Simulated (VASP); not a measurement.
Input:

```yaml
crystal:
  lattice:
    - [1.96926, 1.13695, 6.51439]
    - [-1.96926, 1.13695, 6.51439]
    - [0.00000, -2.27391, 6.51439]
  atoms:
    - { symbol: Ba, position: [0.75650, 0.75650, 0.75650] }
    - { symbol: Ba, position: [0.24350, 0.24350, 0.24350] }
    - { symbol: N, position: [0.50000, 0.50000, 0.50000] }
    - { symbol: F, position: [0.00000, 0.00000, 0.00000] }
```

The numbers are results of LDA (Ceperley-Alder, Perdew-Zunger) with spin-orbit coupling, VASP's LDA PAW potentials (set 64) (plane waves; VASP 6.6.1), not measurements. Numerical set-up: 520 eV cut-off, 6×6×6 Γ-centred mesh, Gaussian smearing of 0.050 eV, potentials Ba_sv N F.

Problem. What does the run give for the energy per atom (σ→0), band gap (over mesh and band path) with the smallest direct gap where there is one?

Solution. 
The band gap (over mesh and band path) comes out as 0.71 eV. The smallest direct gap (over mesh and band path) is 0.71 eV. The energy per atom (σ→0) is -5.885 eV/atom.

Only differences to runs with the same potentials and settings are physical.

The structure comes from a computed database's Ba2NF entry (R-3m); how it stands against other phases isn't given here. It was relaxed first, which changed the volume by -6 %.
